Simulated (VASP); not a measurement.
# Iridium with optB86b-vdW: from relaxation to properties

What structure does Iridium take at this level, and what are its properties? The steps: full relaxation (optB86b-vdW), second relaxation, density, ELF and potential (optB86b-vdW), band structure (optB86b-vdW), total and projected DOS (optB86b-vdW), volume scan with optB86b-vdW, fit for optB86b-vdW and bands along the symmetry lines (optB86b-vdW + SOC). Left out of this account: 1 further run (phonons: it ended without a result to show). The start is a cell from a database of measured crystal structures.

Method: optB86b-vdW; plane waves and PAW (Ir), in the first sound run; inputs show where later runs differ, in VASP 6.6.1.

This is a report of a sequence of runs, with most program output left out.

### Step 1. The starting structure

Before any relaxation, the start is as follows. It takes space group Fm-3m (No. 225, cubic). The conventional cell has a = 3.839 Å, b = 3.839 Å, c = 3.839 Å, α = 90.00°, β = 90.00°, γ = 90.00°. Ir has 12 Ir at 2.71 Å nearest.

### Step 2. Full relaxation (optB86b-vdW)

The start need not lie at this functional's minimum. ISIF = 3 frees volume, shape and positions, and EDIFFG sets the threshold on forces and stress at which the search stops. optB86b-vdW pairs nonlocal correlation with a less repulsive exchange of B86b form. LUSE_VDW switches on a nonlocal correlation term for dispersion.

Contents of INCAR:

```
SYSTEM = Ir
PREC = Accurate
ENCUT = 400
EDIFF = 1E-06
NELM = 100
ISMEAR = 1
SIGMA = 0.2
LREAL = .FALSE.
ALGO = Normal
GGA = MK
AGGAC = 0
LUSE_VDW = .TRUE.
PARAM1 = 0.1234
PARAM2 = 1
LASPH = .TRUE.
NBANDS = 10
LORBIT = 11
LWAVE = .FALSE.
LCHARG = .FALSE.
KPAR = 2
IBRION = 2
NSW = 60
ISIF = 3
EDIFFG = -0.01
```

Contents of POSCAR:

```
Ir
1.0
    0.0000000000      1.9197000000      1.9197000000
    1.9197000000      0.0000000000      1.9197000000
    1.9197000000      1.9197000000      0.0000000000
Ir
1
Direct
    0.0000000000      0.0000000000      0.0000000000
```

Contents of KPOINTS:

```
Automatic mesh
0
Gamma
10 10 10
0 0 0
```

PAW data sets: Ir (PBE family, release 64).

On the command line:

```sh
> mpirun -np 2 vasp_std
```

The job ended after 33 s (2 MPI ranks of AMD EPYC 7R43, shared host; peak memory 0.35 GiB).

This run has no spin polarisation. Its electron count is odd, so without a moment it is a metal by construction. The k-mesh is coarse for a metal. The PAW data sets were made with PBE, which is usual practice but a small mismatch for other functionals. The run keeps the 48 symmetry operations of its start, so it cannot find a distortion of lower symmetry.

Step by step:

```
step  energy less that of the first step (eV)  largest force (eV/Å)  pressure (GPa)  volume (Å³)
   1                                   0.0000                0.0000            6.36        14.15
   2                                   0.0575                0.0000          -19.76        15.33
   3                                  -0.0046                0.0000           -0.16        14.39
   4                                  -0.0046                0.0000           -0.01        14.39
```

```
conventional cell, symmetrised  before  after  change
                         a (Å)   3.839  3.861  +0.6 %
                         b (Å)   3.839  3.861  +0.6 %
                         c (Å)   3.839  3.861  +0.6 %
              volume (Å³/atom)   14.15  14.39  +1.7 %
```

Final coordinates:

```cif
data_structure
_symmetry_space_group_name_H-M 'P 1'
_symmetry_Int_Tables_number 1
_cell_length_a 2.7300
_cell_length_b 2.7300
_cell_length_c 2.7300
_cell_angle_alpha 60.000
_cell_angle_beta 60.000
_cell_angle_gamma 60.000
_cell_volume 14.39
loop_
_atom_site_label
_atom_site_type_symbol
_atom_site_fract_x
_atom_site_fract_y
_atom_site_fract_z
_atom_site_occupancy
Ir1 Ir 0.00000 0.00000 0.00000 1
```

Numbers from this step:

```
electrons                       : 9
bands                           : 10
irreducible k-points            : 47
symmetry operations             : 48
free energy (TOTEN)             : -6.605 eV
energy at zero smearing         : -6.605 eV
Fermi energy                    : 10.10 eV
pressure                        : -0.008437 GPa
metallic                        : yes
SCF cycles over all ionic steps : 28
```

It ends with forces that vanish by symmetry and a pressure of -0.01 GPa. The volume lies +1.7 % from that of the database's start.

### Step 3. Second relaxation

A relaxation keeps the plane waves of the cell it began with, so it is repeated from the new cell, on a basis made for it.

INCAR is that of step 2.

Contents of POSCAR:

```
Ir
1.0
    0.0000000000      1.9304145496      1.9304145496
    1.9304145496      0.0000000000      1.9304145496
    1.9304145496      1.9304145496      0.0000000000
Ir
1
Direct
    0.0000000000      0.0000000000      0.0000000000
```

KPOINTS is that of step 2.

On the command line:

```sh
> mpirun -np 2 vasp_std
```

Run time: 12 s. Hardware: 2 MPI ranks; peak memory 0.35 GiB.

Little changed from the start: no atom moved by 0.005 Å and no cell edge by 0.1 %.

This step gave:

```
pressure                        : -0.01448 GPa
SCF cycles over all ionic steps : 11
```

It ends with forces that vanish by symmetry and a pressure of -0.01 GPa. The volume moved by under 0.01 %: the run met its threshold at the first step.

### Step 4. Density, ELF and potential (optB86b-vdW)

The relaxed cell gets a fresh self-consistent run, on a basis set for its own volume, to fix the density and to check the remaining stress.

Changes to INCAR since step 3:

```diff
@@ -18,7 +18,5 @@
 LWAVE = .FALSE.
-LCHARG = .FALSE.
-KPAR = 2
-IBRION = 2
-NSW = 60
-ISIF = 3
-EDIFFG = -0.01
+LCHARG = .TRUE.
+ISIF = 2
+LELF = .TRUE.
+LVHAR = .TRUE.
```

POSCAR is that of step 3.

KPOINTS is that of step 3.

On the command line:

```sh
> mpirun -np 2 vasp_std
```

The job ended after 10 s (2 MPI ranks; peak memory 0.3 GiB).

Numbers from this step:

| Quantity | Value |
| --- | --- |
| SCF cycles | 11 |

Valence electrons inside each PAW sphere by angular momentum. Sphere charges, by row:

```
atom  s (e)  p (e)  d (e)  tot (e)
 Ir1  0.663  0.712  6.971    8.347
```

Electrostatic potential energy in the ac plane of the conventional cell at fractional y = 0.000, with atoms of Ir within 0.2 Å of it. With pseudopotentials it is smooth inside the atoms' cores, unlike the true potential.

Ten even steps from '_' (-56 eV) to '@' (2 eV), each cell a mean:
```
__..--**%%@@@@@@@@@@%%++::__
::--++##@@@@@@@@@@@@%%**==::
++++##%%@@@@%%%%%%@@@@%%**++
%%%%%%@@%%##****##%%%%@@%%%%
@@@@@@%%##++----==++%%@@@@@@
@@@@@@%%++--..__..==##%%@@@@
@@@@@@%%++::______--**%%@@@@
@@@@@@%%++::____..--**%%@@@@
@@@@@@%%**==::::--++##@@@@@@
%%%%@@@@%%**++++++##%%@@@@%%
**##%%%%@@%%%%%%%%%%@@%%##**
--==++%%@@@@@@@@@@@@%%##++--
__..==##%%@@@@@@@@@@%%++--..
____--**%%@@@@@@@@@@%%++::__
```
Columns run along a (3.9 Å; values clipped at the 3rd and 97th percentile), rows up along c (3.9 Å), edges of the conventional cell, whose origin can differ from the input's. Atoms in or near the plane, at fractional coordinates: Ir at (0.00, 0.00), Ir at (0.50, 0.50).

ELF in the ac plane of the conventional cell at fractional y = 0.000, with atoms of Ir within 0.2 Å of it. It is the smooth field of the valence electrons, not physical close to the nuclei.

Ten even steps from '_' (0.01) to '@' (0.38), each cell a mean:
```
____--%%##++======**%%**..__
..::++%%%%**++++**##%%##==..
**##%%@@@@%%######%%@@@@##**
%%%%@@@@@@%%%%%%%%@@@@@@%%%%
****##@@%%++----==**@@%%##**
==++**%%##::______==%%##**==
--==**%%**..__--__--%%##++==
====**%%**..______--%%##++==
++**##%%##==....::++%%%%**++
####%%@@@@##****##%%@@@@%%##
%%%%@@@@@@%%%%%%%%@@@@@@%%%%
--==**@@%%##******##@@%%++--
____==%%##**====++**%%##::__
--__--%%##++==--==**%%**..__
```
Columns run along a (3.9 Å), rows up along c (3.9 Å), edges of the conventional cell, whose origin can differ from the input's. Atoms in or near the plane, at fractional coordinates: Ir at (0.00, 0.00), Ir at (0.50, 0.50).

Valence density in the ac plane of the conventional cell at fractional y = 0.000, with atoms of Ir within 0.2 Å of it. It is the smooth field of the valence electrons, not physical close to the nuclei.

Values in e/Å³, 14 rows by 14 columns, each cell a mean:
```
2.4 2.0 1.5 0.9 0.4 0.3 0.2 0.2 0.2 0.3 0.6 1.1 1.7 2.2
1.8 1.5 1.1 0.7 0.4 0.3 0.3 0.2 0.3 0.3 0.5 0.9 1.3 1.7
1.2 1.0 0.7 0.5 0.4 0.4 0.4 0.4 0.4 0.4 0.4 0.6 0.9 1.1
0.6 0.5 0.4 0.4 0.5 0.7 0.9 0.9 0.8 0.6 0.4 0.4 0.5 0.6
0.3 0.3 0.3 0.4 0.7 1.1 1.5 1.6 1.3 1.0 0.6 0.4 0.3 0.3
0.2 0.2 0.3 0.5 1.0 1.5 2.0 2.1 1.8 1.3 0.8 0.4 0.3 0.2
0.2 0.2 0.3 0.6 1.2 1.8 2.4 2.6 2.1 1.6 0.9 0.4 0.2 0.2
0.2 0.2 0.3 0.6 1.1 1.7 2.2 2.4 2.0 1.5 0.9 0.4 0.3 0.2
0.2 0.3 0.3 0.5 0.9 1.3 1.7 1.8 1.5 1.1 0.7 0.4 0.3 0.3
0.4 0.4 0.4 0.4 0.6 0.9 1.1 1.2 1.0 0.7 0.5 0.4 0.4 0.4
0.9 0.8 0.6 0.4 0.4 0.5 0.6 0.6 0.5 0.4 0.4 0.5 0.7 0.9
1.6 1.3 1.0 0.6 0.4 0.3 0.3 0.3 0.3 0.3 0.4 0.7 1.1 1.5
2.1 1.8 1.3 0.8 0.4 0.3 0.2 0.2 0.2 0.3 0.5 1.0 1.5 2.0
2.6 2.1 1.6 0.9 0.4 0.2 0.2 0.2 0.2 0.3 0.6 1.2 1.8 2.4
```
Columns run along a (3.9 Å), rows up along c (3.9 Å), edges of the conventional cell, whose origin can differ from the input's. Atoms in or near the plane, at fractional coordinates: Ir at (0.00, 0.00), Ir at (0.50, 0.50).

In this run the pressure is -0.01 GPa, small enough to go on.

### Step 5. Band structure (optB86b-vdW)

The mesh alone shows little of the dispersion and can miss band extrema, so KPOINTS_OPT adds a path through the symmetry points after the self-consistent cycle.

Changes to INCAR since step 4:

```diff
@@ -15,8 +15,6 @@
 LASPH = .TRUE.
-NBANDS = 10
+NBANDS = 15
 LORBIT = 11
 LWAVE = .FALSE.
-LCHARG = .TRUE.
-ISIF = 2
-LELF = .TRUE.
-LVHAR = .TRUE.
+LCHARG = .FALSE.
+KPAR = 2
```

POSCAR is that of step 4.

KPOINTS is that of step 4.

Contents of KPOINTS_OPT:

```
Line mode
16
Line-mode
Reciprocal
  0.00000000   0.00000000   0.00000000 GAMMA
  0.50000000   0.00000000   0.50000000 X

  0.50000000   0.00000000   0.50000000 X
  0.50000000   0.25000000   0.75000000 W

  0.50000000   0.25000000   0.75000000 W
  0.37500000   0.37500000   0.75000000 K

  0.37500000   0.37500000   0.75000000 K
  0.00000000   0.00000000   0.00000000 GAMMA

  0.00000000   0.00000000   0.00000000 GAMMA
  0.50000000   0.50000000   0.50000000 L

  0.50000000   0.50000000   0.50000000 L
  0.62500000   0.25000000   0.62500000 U

  0.62500000   0.25000000   0.62500000 U
  0.50000000   0.25000000   0.75000000 W

  0.50000000   0.25000000   0.75000000 W
  0.50000000   0.50000000   0.50000000 L

  0.50000000   0.50000000   0.50000000 L
  0.37500000   0.37500000   0.75000000 K

  0.62500000   0.25000000   0.62500000 U
  0.50000000   0.00000000   0.50000000 X
```

On the command line:

```sh
> mpirun -np 2 vasp_std
```

Run time: 23 s. Hardware: 2 MPI ranks; peak memory 0.34 GiB.

Spin-orbit coupling is off here; with elements this heavy it splits and shifts levels by tenths of an eV or more.

This step gave:

```
SCF cycles : 12
bands      : 15
pressure   : 3.05e-4 GPa
```

The electronic bands at the labelled points (eV, zero at the Fermi level; # counts the bands kept):

```
          point      #1     #2     #3     #4     #5     #6     #7
              Γ  -10.99  -3.86  -3.86  -3.86  -1.24  -1.24  14.41
0.53 of the way   -7.82  -5.94  -3.01  -1.66  -1.66  -0.21  17.36
              X   -7.77  -7.22   0.76   1.35   1.35   1.68  10.16
0.47 of the way   -7.19  -6.68  -1.81  -0.24   1.35   5.14   8.67
              W   -6.15  -4.81  -4.81  -1.82   1.35   7.94   8.90
0.47 of the way   -6.42  -5.69  -3.67  -1.41   1.02   6.97   7.88
              K   -6.83  -5.89  -2.87  -0.93   0.51   6.18   7.52
0.53 of the way   -8.03  -4.96  -3.62  -2.56  -2.38   0.37  14.26
              Γ  -10.99  -3.86  -3.86  -3.86  -1.24  -1.24  14.41
0.53 of the way   -8.63  -4.26  -3.46  -3.46  -0.93  -0.93  13.21
              L   -7.98  -3.96  -3.96  -0.73   0.79   0.79   6.98
0.53 of the way   -6.80  -4.94  -3.32  -2.80   0.53   4.52   6.55
              U   -6.83  -5.89  -2.87  -0.93   0.51   6.18   7.52
0.53 of the way   -6.42  -5.69  -3.67  -1.41   1.02   6.97   7.88
              W   -6.15  -4.81  -4.81  -1.82   1.35   7.94   8.90
0.47 of the way   -6.37  -5.27  -3.73  -2.43   0.46   5.38   6.40
              L   -7.98  -3.96  -3.96  -0.73   0.79   0.79   6.98
0.47 of the way   -7.01  -4.78  -3.05  -3.05   0.58   4.00   6.58
              K   -6.83  -5.89  -2.87  -0.93   0.51   6.18   7.52
      jump to U   -6.83  -5.89  -2.87  -0.93   0.51   6.18   7.52
0.47 of the way   -7.42  -6.83  -1.09   0.13   1.10   4.58   8.42
              X   -7.77  -7.22   0.76   1.35   1.35   1.68  10.16
```

There is no gap at this level.

### Step 6. Total and projected DOS (optB86b-vdW)

A density of states needs more k-points than a total energy; ISMEAR = -5 takes tetrahedra, and LORBIT projects the states on the PAW spheres. The mesh is finer than in the run before.

Changes to INCAR since step 5:

```diff
@@ -5,3 +5,3 @@
 NELM = 100
-ISMEAR = 1
+ISMEAR = -5
 SIGMA = 0.2
@@ -20 +20,2 @@
 KPAR = 2
+NEDOS = 2001
```

POSCAR is that of step 5.

Contents of KPOINTS:

```
Automatic mesh
0
Gamma
15 15 15
0 0 0
```

On the command line:

```sh
> mpirun -np 2 vasp_std
```

It took 19 s on 2 MPI ranks; peak memory 0.36 GiB.

With tetrahedra the forces and stress of a metal are not exact derivatives of the energy.

This step gave:

```
SCF cycles             : 11
irreducible k-points   : 120
free energy (TOTEN)    : -6.602 eV
Fermi energy           : 10.01 eV
pressure               : -0.1147 GPa
DOS at the Fermi level : 0.9192 states/eV/cell
```

The density of states has structure finer than the step of the table below, so its rows give means over 1 eV, whole bins alone (the curve runs from -12.0 to 7.94 eV). Peaks (eV: height): total -6.7: 1.30, -3.3: 2.27, -1.6: 1.50, 0.8: 1.81; Ir d -6.7: 0.932, -3.3: 1.94, -1.6: 1.30, 0.8: 1.71; Ir p -5.3: 0.128, -3.5: 0.178, -2.8: 0.124, 7.9: 0.110; Ir s -7.2: 0.241, -4.0: 0.0511, 6.2: 0.0794, 7.1: 0.177.

States under -12.0 eV and over 7.9 eV are left out. Table of density of states by energy, zero at the Fermi level; means over each step; values in states/eV/cell:

```
energy (eV)    total     Ir d     Ir p     Ir s
        -11  0.00772        0   1.5e-4  0.00640
        -10   0.0586   7.5e-4  0.00346   0.0456
         -9    0.111  0.00714   0.0117   0.0762
         -8    0.328    0.114   0.0294    0.147
         -7     1.07    0.692   0.0670    0.207
         -6     1.00    0.783   0.0723   0.0650
         -5     1.10    0.895   0.0998   0.0152
         -4     1.50     1.20    0.152   0.0385
         -3     1.34     1.11    0.128   0.0277
         -2     1.11    0.943   0.0845   0.0158
         -1    0.951    0.842   0.0493   0.0109
          0    0.988    0.914   0.0299  0.00754
          1     1.12     1.04   0.0316   0.0140
          2    0.274    0.196   0.0455   0.0191
          3    0.277    0.168   0.0650   0.0277
          4    0.270    0.137   0.0758   0.0373
          5    0.247    0.103   0.0748   0.0468
          6    0.210   0.0708   0.0606   0.0562
          7    0.297   0.0984   0.0541    0.112
```

The finer mesh and the other smearing move the Fermi level by -0.09 eV from the 10×10×10 run, one measure of the sampling error in the zero of the bands above. Of the states within 0.3 eV of the Fermi level, the largest shares in the PAW spheres are Ir d 93 %. The rest lies in smaller channels or between the spheres.

### Step 7. Volume scan with optB86b-vdW

An equation of state needs energies on both sides of the minimum, all on one mesh and cutoff.

Changes to INCAR since step 6:

```diff
@@ -5,3 +5,3 @@
 NELM = 100
-ISMEAR = -5
+ISMEAR = 1
 SIGMA = 0.2
@@ -15,3 +15,3 @@
 LASPH = .TRUE.
-NBANDS = 15
+NBANDS = 10
 LORBIT = 11
@@ -20,2 +20,2 @@
 KPAR = 2
-NEDOS = 2001
+ISIF = 2
```

Contents of POSCAR:

```
Ir
1.0
    0.0000000000      1.8910072769      1.8910072769
    1.8910072769      0.0000000000      1.8910072769
    1.8910072769      1.8910072769      0.0000000000
Ir
1
Direct
    0.0000000000      0.0000000000      0.0000000000
```

Contents of KPOINTS:

```
Automatic mesh
0
Gamma
10 10 10
0 0 0
```

On the command line:

```sh
> mpirun -np 2 vasp_std
```

Elapsed: 14 s, on 2 MPI ranks; peak memory 0.36 GiB; 26 s of CPU time.

The scan keeps the cell's shape and the fractional positions fixed.

This step gave:

```
bands                   : 10
irreducible k-points    : 47
free energy (TOTEN)     : -6.538 eV
energy at zero smearing : -6.538 eV
Fermi energy            : 11.21 eV
pressure                : 26.47 GPa
```

The pressure here is 26.47 GPa.

### Step 8. Volume scan with optB86b-vdW (run 2)

INCAR is that of step 7.

Contents of POSCAR:

```
Ir
1.0
    0.0000000000      1.9043246683      1.9043246683
    1.9043246683      0.0000000000      1.9043246683
    1.9043246683      1.9043246683      0.0000000000
Ir
1
Direct
    0.0000000000      0.0000000000      0.0000000000
```

KPOINTS is that of step 7.

On the command line:

```sh
> mpirun -np 2 vasp_std
```

Elapsed: 11 s, on 2 MPI ranks; peak memory 0.35 GiB.

This step gave:

| Property | Result |
| --- | --- |
| free energy (TOTEN) | -6.577 eV |
| energy at zero smearing | -6.577 eV |
| Fermi energy | 10.82 eV |
| pressure | 16.55 GPa |

The pressure falls from 26.47 to 16.55 GPa.

The run ends at a pressure of 16.55 GPa.

### Step 9. Volume scan with optB86b-vdW (run 3)

INCAR is that of step 8.

Contents of POSCAR:

```
Ir
1.0
    0.0000000000      1.9174583569      1.9174583569
    1.9174583569      0.0000000000      1.9174583569
    1.9174583569      1.9174583569      0.0000000000
Ir
1
Direct
    0.0000000000      0.0000000000      0.0000000000
```

KPOINTS is that of step 8.

On the command line:

```sh
> mpirun -np 2 vasp_std
```

The job ended after 11 s (2 MPI ranks; peak memory 0.34 GiB).

The pressure falls from 16.55 to 7.77 GPa.

The run ends at a pressure of 7.77 GPa.

### Step 10. Volume scan with optB86b-vdW (run 4)

INCAR is that of step 9.

Contents of POSCAR:

```
Ir
1.0
    0.0000000000      1.9304145496      1.9304145496
    1.9304145496      0.0000000000      1.9304145496
    1.9304145496      1.9304145496      0.0000000000
Ir
1
Direct
    0.0000000000      0.0000000000      0.0000000000
```

KPOINTS is that of step 9.

On the command line:

```sh
> mpirun -np 2 vasp_std
```

Wall time 11 s (2 MPI ranks); peak memory 0.35 GiB; 20 s of CPU time.

The pressure falls from 7.77 to -0.01 GPa.

The run ends at a pressure of -0.01 GPa.

### Step 11. Volume scan with optB86b-vdW (run 5)

INCAR is that of step 10.

Contents of POSCAR:

```
Ir
1.0
    0.0000000000      1.9431991245      1.9431991245
    1.9431991245      0.0000000000      1.9431991245
    1.9431991245      1.9431991245      0.0000000000
Ir
1
Direct
    0.0000000000      0.0000000000      0.0000000000
```

KPOINTS is that of step 10.

On the command line:

```sh
> mpirun -np 2 vasp_std
```

The job ended after 11 s (2 MPI ranks; peak memory 0.35 GiB).

The pressure falls from -0.01 to -6.90 GPa.

The run ends at a pressure of -6.90 GPa.

### Step 12. Volume scan with optB86b-vdW (run 6)

INCAR is that of step 11.

Contents of POSCAR:

```
Ir
1.0
    0.0000000000      1.9558176542      1.9558176542
    1.9558176542      0.0000000000      1.9558176542
    1.9558176542      1.9558176542      0.0000000000
Ir
1
Direct
    0.0000000000      0.0000000000      0.0000000000
```

KPOINTS is that of step 11.

On the command line:

```sh
> mpirun -np 2 vasp_std
```

The job ended after 13 s (2 MPI ranks; peak memory 0.35 GiB).

The pressure falls from -6.90 to -12.98 GPa.

The run ends at a pressure of -12.98 GPa.

### Step 13. Volume scan with optB86b-vdW (run 7)

A prediction first. A parabola through the 6 pressures of evenly scaled cells so far, P = -0.04 -367.6 t +977 t² GPa with t = ln(V/V₁) and V₁ the volume at scale 1, gives -18.15 GPa at t = +0.0583.

INCAR is that of step 12.

Contents of POSCAR:

```
Ir
1.0
    0.0000000000      1.9682754274      1.9682754274
    1.9682754274      0.0000000000      1.9682754274
    1.9682754274      1.9682754274      0.0000000000
Ir
1
Direct
    0.0000000000      0.0000000000      0.0000000000
```

KPOINTS is that of step 12.

On the command line:

```sh
> mpirun -np 2 vasp_std
```

The job ended after 12 s (2 MPI ranks; peak memory 0.36 GiB; 23 s of CPU time).

The pressure falls from -12.98 to -18.36 GPa. The parabola predicted -18.15 GPa, +0.22 GPa off.

[end of part 1 of 2]

[Lines on the potential files, build, host, timing and source positions are cut from VASP's logs without a mark.]

[Logs are printed without paths, hosts, clocks, repeated set-up lines and the standing remarks that a program may print on its own settings, such as how far it seeks lower states.]

[Hosts, paths, dates, database ids (printed as entryN), source tags and the programs' standing remarks are cut or masked in the printed files.]

[A measured line is paired with the nearest computed mode of its activity, which favours agreement.]
